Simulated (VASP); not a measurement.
Calculation: MS2 meta-GGA, VASP's PBE PAW potentials (set 64) (plane waves; VASP 6.6.1).

The input files of a VASP run:

INCAR:
```
! general
SYSTEM =GdN
PREC   =Accurate
ENCUT  =520   ! plane-wave cut-off (eV)
LREAL  =F   ! projection in real space or not
LASPH  =T   ! aspherical one-centre terms

! electronic loop
EDIFF  =1E-7
NELM   =100   ! most electronic steps
ALGO   =Normal   ! blocked Davidson
LMAXMIX=6   ! l cut-off of mixed one-centre charges
LMIXTAU=T

! smearing
ISMEAR =1   ! Methfessel-Paxton
SIGMA  =0.1   ! width (eV)

! functional
METAGGA=MS2

! ions
ISIF   =2   ! forces and stress, cell fixed

! output
LWAVE  =F
LCHARG =F
```

### POSCAR
```
GdN
1
    0.0000000000     2.5140454570     2.5140454570
    2.5140454570     0.0000000000     2.5140454570
    2.5140454570     2.5140454570     0.0000000000
Gd N
1 1
Direct
  0.0000000000   0.0000000000   0.0000000000
  0.5000000000   0.5000000000   0.5000000000
```

**KPOINTS**
```
Automatic mesh
0
Gamma
13 13 13
0 0 0
```

POTCAR, in this order: Gd_3 N (PBE.64 set). Program: vasp_std.

The 4f electrons are frozen in the core of the lanthanide potential, so 4f levels, which can set the real gap, and their magnetism are missing.

Task: What does the run give for the energy per atom (σ→0), pressure?

Result: 
* **energy per atom (σ→0)**: -2.961 eV/atom
* **pressure**: -8.75 GPa

**OSZICAR**
```
...
DAV:  16    -0.592156051150E+01   -0.20771E-04   -0.11323E-05  2088   0.412E-02    0.291E-03
DAV:  17    -0.592155170121E+01    0.88103E-05   -0.23879E-06  2167   0.161E-02    0.404E-03
DAV:  18    -0.592155657067E+01   -0.48695E-05   -0.62711E-07  2030   0.102E-02    0.188E-03
DAV:  19    -0.592155444631E+01    0.21244E-05   -0.52967E-08  1424   0.268E-03    0.112E-03
DAV:  20    -0.592155521422E+01   -0.76791E-06   -0.40099E-08  1176   0.178E-03    0.316E-04
DAV:  21    -0.592155503170E+01    0.18252E-06   -0.84280E-09  1137   0.982E-04    0.845E-05
DAV:  22    -0.592155508936E+01   -0.57659E-07   -0.21005E-09  1092   0.525E-04
   1 F= -.59215551E+01 E0= -.59215657E+01  d E =0.318968E-04
```

The compound is GdN in the rock salt structure. This cell is one point of a volume scan, at 1.06 of the reference volume.
